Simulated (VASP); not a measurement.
Data:

```yaml
crystal:
  lattice:
    - [0.00000, 2.75910, 2.75910]
    - [2.75910, 0.00000, 2.75910]
    - [2.75910, 2.75910, 0.00000]
  atoms:
    - { symbol: Zn, position: [0.00000, 0.00000, 0.00000] }
    - { symbol: S, position: [0.25000, 0.25000, 0.25000] }
```

Calculation: PBE GGA + U (Dudarev), VASP's PBE PAW potentials (set 64) (plane waves; VASP). Settings: 400 eV cut-off, 8×8×8 Γ-centred mesh, Gaussian smearing of 0.050 eV, potentials Zn S, U − J: Zn 1.00 eV.

Q: Give the stress tensor in GPa (positive for a compressed cell).

A: 
```
-2.92   0.00   0.00
 0.00  -2.92   0.00
 0.00   0.00  -2.92
```
The pressure is its mean diagonal, -2.92 GPa.

The compound is ZnS in the zinc blende structure. The cell was not relaxed at this level. The run is one of a series of settings (LDAU = .TRUE., LDAUJ = 0 0, LDAUL = 2 -1, LDAUTYPE = 2, LDAUU = 1.0 0 against the base run), some of them coarse on purpose.
